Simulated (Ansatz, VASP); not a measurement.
# SnSe2 in two plane-wave programs

One calculation is typed for both programs; each brings its own data sets. How far apart do they land? The cell is taken from a series of runs on this material, whose earlier steps may have relaxed, scaled, displaced or heated it; both programs get it as it stands.

Calculated with Ansatz 0.2.0; plane waves, with VASP 6.6.1 beside it; relaxation of cell and atoms at LDA.

## Step 1: Starting point

It takes space group P-3m1 (No. 164, trigonal). Conventional cell: a = 3.800 Å, b = 3.800 Å, c = 5.882 Å, α = 90.00°, β = 90.00°, γ = 120.00°. Nearest to Sn lie 6 Se at 2.70 Å. Nearest to Se lie 3 Sn at 2.70 Å. Farther neighbours and most contacts between anions are not listed.

As a file:

```cif
data_structure
_symmetry_space_group_name_H-M 'P 1'
_symmetry_Int_Tables_number 1
_cell_length_a 3.7998
_cell_length_b 3.7998
_cell_length_c 5.8824
_cell_angle_alpha 90.000
_cell_angle_beta 90.000
_cell_angle_gamma 120.000
_cell_volume 73.55
loop_
_atom_site_label
_atom_site_type_symbol
_atom_site_fract_x
_atom_site_fract_y
_atom_site_fract_z
_atom_site_occupancy
Sn1 Sn 0.00000 0.00000 0.00000 1
Se2 Se 0.33333 0.66667 0.26805 1
Se3 Se 0.66667 0.33333 0.73195 1
```

## Step 2: VASP: relaxation of cell and atoms, LDA

The relaxed volume is the usual yardstick between codes: in a stiff, nearly cubic crystal its relative difference is about their pressure difference at one cell divided by the bulk modulus.

Lines of VASP's logs that name or quote its potential files are left out, and so is its time.

File INCAR:

```
SYSTEM = SnSe2
PREC = Accurate
ENCUT = 500
EDIFF = 1E-07
NELM = 120
ISMEAR = 0
SIGMA = 0.02
LREAL = .FALSE.
ALGO = Normal
GGA = CA
NBANDS = 19
LORBIT = 11
LWAVE = .FALSE.
LCHARG = .FALSE.
ISIF = 3
IBRION = 2
NSW = 80
EDIFFG = -0.005
LASPH = .TRUE.
GGA_COMPAT = .FALSE.
NELMIN = 4
EFERMI = MIDGAP
```

File POSCAR:

```
SnSe2
1.0
    3.7997660000      0.0000000000      0.0000000000
   -1.8998830000      3.2906940000      0.0000000000
    0.0000000000      0.0000000000      5.8824160000
Sn Se
1 2
Direct
    0.0000000000      0.0000000000      0.0000000000
    0.3333333333      0.6666666667      0.2680493865
    0.6666666667      0.3333333333      0.7319506135
```

File KPOINTS:

```
Automatic mesh
0
Gamma
12 12 6
0 0 0
```

PAW data sets: Sn_d and Se (LDA family, release 64).

Launch:

```bash
$ mpirun -np 1 vasp_std
```

Numbers of over 12 decimals in the logs are rounded to 6 here.

The log of the run:

```text
[banner, memory and clock lines left out]
running    1 mpi-ranks, on    1 nodes
 distrk:  each k-point on    1 cores,    1 groups
 distr:  one band on    1 cores,    1 groups

 POSCAR found type information on POSCAR SnSe
 POSCAR found :  2 types and       3 ions
 LDA part: xc-table for (Slater(with rela. corr.)+CA(PZ))
 , standard interpolation
 POSCAR, INCAR and KPOINTS ok, starting setup
 FFT: planning ... GRIDC
 FFT: planning ... GRID_SOFT
 FFT: planning ... GRID
 WAVECAR not read
 entering main loop
       N       E                     dE             d eps       ncg     rms          rms(c)
DAV:   1     0.197778981355E+03    0.19778E+03   -0.12011E+04  3839   0.155E+03
DAV:   2     0.859475021644E+01   -0.18918E+03   -0.18326E+03  4044   0.383E+02
DAV:   3    -0.132856206457E+02   -0.21880E+02   -0.21256E+02  4752   0.116E+02
DAV:   4    -0.140631278893E+02   -0.77751E+00   -0.77597E+00  4511   0.220E+01
DAV:   5    -0.140804747159E+02   -0.17347E-01   -0.17345E-01  5115   0.358E+00    0.531E+00
DAV:   6    -0.138285539099E+02    0.25192E+00   -0.49058E-01  5603   0.749E+00    0.338E+00
DAV:   7    -0.137976960530E+02    0.30858E-01   -0.14008E-01  4311   0.234E+00    0.965E-01
DAV:   8    -0.137945883402E+02    0.31077E-02   -0.97927E-03  4863   0.962E-01    0.269E-01
DAV:   9    -0.137943501390E+02    0.23820E-03   -0.11178E-03  4180   0.238E-01    0.790E-02
DAV:  10    -0.137943488712E+02    0.12679E-05   -0.90092E-05  4403   0.632E-02    0.286E-02
DAV:  11    -0.137943506254E+02   -0.17543E-05   -0.10342E-05  4041   0.196E-02    0.462E-03
DAV:  12    -0.137943503725E+02    0.25294E-06   -0.90007E-07  4744   0.640E-03    0.410E-03
DAV:  13    -0.137943504318E+02   -0.59278E-07   -0.25039E-07  4062   0.409E-03
   1 F= -.13794350E+02 E0= -.13794350E+02  d E =-.137944E+02
 curvature:   0.00 expect dE= 0.000E+00 dE for cont linesearch  0.000E+00
 trial: gam= 0.00000 g(F)=  0.585E-04 g(S)=  0.566E-03 ort = 0.000E+00 (trialstep = 0.100E+01)
 search vector abs. value=  0.625E-03
 bond charge predicted
       N       E                     dE             d eps       ncg     rms          rms(c)
DAV:   1    -0.137991868840E+02   -0.48365E-02   -0.11023E-01  4876   0.494E+00    0.387E-01
DAV:   2    -0.137954750818E+02    0.37118E-02   -0.66359E-03  4972   0.132E+00    0.173E-01
DAV:   3    -0.137944358854E+02    0.10392E-02   -0.29603E-03  4954   0.799E-01    0.334E-02
DAV:   4    -0.137944142666E+02    0.21619E-04   -0.13558E-04  3893   0.115E-01    0.184E-02
DAV:   5    -0.137944013103E+02    0.12956E-04   -0.10240E-05  5425   0.289E-02    0.540E-03
DAV:   6    -0.137944006206E+02    0.68965E-06   -0.71751E-07  4389   0.763E-03    0.200E-03
DAV:   7    -0.137944005884E+02    0.32263E-07   -0.54961E-08  2158   0.220E-03
   2 F= -.13794401E+02 E0= -.13794401E+02  d E =-.501566E-04
 trial-energy change:   -0.000050  1 .order   -0.000051   -0.000625    0.000523
 step:   0.5444(harm=  0.5444)  dis= 0.00065  next Energy=   -13.794521 (dE=-0.170E-03)
 bond charge predicted
       N       E                     dE             d eps       ncg     rms          rms(c)
DAV:   1    -0.137955182647E+02   -0.11176E-02   -0.22761E-02  4867   0.222E+00    0.177E-01
DAV:   2    -0.137947444159E+02    0.77385E-03   -0.13847E-03  4975   0.607E-01    0.790E-02
DAV:   3    -0.137945294595E+02    0.21496E-03   -0.60960E-04  4948   0.364E-01    0.154E-02
DAV:   4    -0.137945249222E+02    0.45373E-05   -0.27931E-05  3890   0.519E-02    0.849E-03
DAV:   5    -0.137945222501E+02    0.26721E-05   -0.21268E-06  5408   0.131E-02    0.248E-03
DAV:   6    -0.137945221062E+02    0.14385E-06   -0.13331E-07  2712   0.345E-03    0.857E-04
DAV:   7    -0.137945221009E+02    0.52983E-08   -0.25576E-08  1960   0.146E-03
   3 F= -.13794522E+02 E0= -.13794522E+02  d E =-.171669E-03
 curvature:  -0.27 expect dE=-0.721E-06 dE for cont linesearch -0.253E-07
 trial: gam= 0.01644 g(F)=  0.232E-05 g(S)=  0.333E-06 ort =-0.763E-05 (trialstep = 0.909E+00)
 search vector abs. value=  0.257E-05
 reached required accuracy - stopping structural energy minimisation
```

OUTCAR, selected parts (step 2):

```text
ion  position               nearest neighbor table
   1  0.000  0.000  0.000-   2 2.70   3 2.70   3 2.70   2 2.70   3 2.70   2 2.70
   2  0.333  0.667  0.268-   1 2.70   1 2.70   1 2.70
   3  0.667  0.333  0.732-   1 2.70   1 2.70   1 2.70

  LATTYP: Found a hexagonal cell.
 ALAT       =     3.7997660000
 C/A-ratio  =     1.5480995409

 Subroutine GETGRP returns: Found 12 space group operations
 (whereof 12 operations were pure point group operations)

The static configuration has the point symmetry D_3d.

 Found    100 irreducible k-points:

   k-points           NKPTS =    100   k-points in BZ     NKDIM =    100   number of bands    NBANDS=     19

   dimension x,y,z NGX =    28 NGY =   28 NGZ =   48
   dimension x,y,z NGXF=    56 NGYF=   56 NGZF=   96

   ENCUT  =  500.0 eV  36.75 Ry    6.06 a.u.   6.93  6.93 10.72*2*pi/ulx,y,z

   NELECT =      26.0000    total number of electrons

 k-points in reciprocal lattice and weights: Automatic mesh
   0.00000000  0.00000000  0.00000000       0.001
   0.08333333 -0.00000000  0.00000000       0.007
   0.16666667  0.00000000  0.00000000       0.007
   0.25000000  0.00000000  0.00000000       0.007
   0.33333333  0.00000000  0.00000000       0.007
   0.41666667  0.00000000  0.00000000       0.007
   0.50000000  0.00000000  0.00000000       0.003
   0.08333333  0.08333333  0.00000000       0.007
   0.16666667  0.08333333  0.00000000       0.014
[...]
0.33333333  0.25000000  0.50000000       0.014
   0.33333333  0.33333333  0.50000000       0.002

 average (electrostatic) potential at core
       1-101.8665       2 -59.0722       3 -59.0722

 E-fermi :   4.9757

 k-point     1 :       0.0000    0.0000    0.0000
  band No.  band energies     occupation
    ...
      9       4.0344      2.00000
     10       4.0344      2.00000
     11       4.1962      2.00000
     12       4.1962      2.00000
     13       4.7560      2.00000
     14       5.4338      0.00000
     15       7.5871      0.00000
     16       9.2449      0.00000
     17       9.2449      0.00000
     18      12.9039      0.00000
    ...

 k-point     2 :       0.0833   -0.0000    0.0000
  band No.  band energies     occupation
    ...
      9       3.0901      2.00000
     10       3.6410      2.00000
     11       3.8044      2.00000
     12       4.4485      2.00000
     13       4.8582      2.00000
     14       6.1531      0.00000
     15       7.9887      0.00000
     16       8.9603      0.00000
     17       9.3501      0.00000
     18      12.7009      0.00000
    ...

 k-point     3 :       0.1667    0.0000    0.0000
  band No.  band energies     occupation
    ...
      9       1.8669      2.00000
     10       2.9707      2.00000
     11       3.1317      2.00000
     12       4.5870      2.00000
     13       4.7861      2.00000
     14       6.8247      0.00000
     15       8.2377      0.00000
     16       9.2346      0.00000
     17       9.5714      0.00000
     18      11.6566      0.00000
    ...

  Total        0.0026381      0.0026381     -0.0026027      0.0000000      0.0000000      0.0000000
  in kB        0.0573016      0.0573016     -0.0565337      0.0000000      0.0000000      0.0000000
  external PRESSURE =       0.0193565 kB  Pullay stress =       0.0000000 kB

  energy-cutoff  :      500.00
  volume of cell :       73.76
      direct lattice vectors                 reciprocal lattice vectors
     3.803241767  0.000000000  0.000000000     0.262933587  0.151804772  0.000000000
    -1.901620883  3.293704103  0.000000000     0.000000000  0.303609544  0.000000000
     0.000000000  0.000000000  5.888376613     0.000000000  0.000000000  0.169826094

 POSITION                                       TOTAL-FORCE (eV/Angst)
 -----------------------------------------------------------------------------------
      0.00000      0.00000      0.00000         0.000000      0.000000      0.000000
     -0.00000      2.19580      1.57902         0.000000      0.000000     -0.004900
      1.90162      1.09790      4.30935        -0.000000     -0.000000      0.004900
 -----------------------------------------------------------------------------------
    total drift:                                0.000000     -0.000000      0.000000

  FREE ENERGIE OF THE ION-ELECTRON SYSTEM (eV)
  ---------------------------------------------------
  free  energy   TOTEN  =       -13.7945221009 eV

  energy  without entropy=      -13.7945221009  energy(sigma->0) =      -13.79452210

 reached required accuracy - stopping structural energy minimisation

 total charge
# of ion       s       p       d       tot
------------------------------------------
    1        1.084   1.054  10.099  12.237
    2        1.493   2.298   0.030   3.821
    3        1.493   2.298   0.030   3.821
--------------------------------------------------
tot          4.069   5.650  10.160  19.879

[... 3 further parts left out ...]
```

CONTCAR:

```
SnSe2
   1.00000000000000
     3.8032417669731413    0.0000000000000000    0.0000000000000000
    -1.9016208834865707    3.2937041028135043    0.0000000000000000
     0.0000000000000000    0.0000000000000000    5.8883766133991360
  Sn              Se
     1     2
Direct
     0.0000000000000000    0.0000000000000000    0.0000000000000000
     0.3333333332999970    0.6666666667000030    0.2681595411635053
     0.6666666667000030    0.3333333332999970    0.7318404588364946
```

(Continued in part 2 of 2.)

[Lines on the potential files, build, host, timing and source positions are cut from VASP's logs without a mark.]

[Logs are printed without paths, hosts, clocks, repeated set-up lines and the standing remarks that a program may print on its own settings, such as how far it seeks lower states.]

[Hosts, paths, dates, database ids (printed as entryN), source tags and the programs' standing remarks are cut or masked in the printed files.]
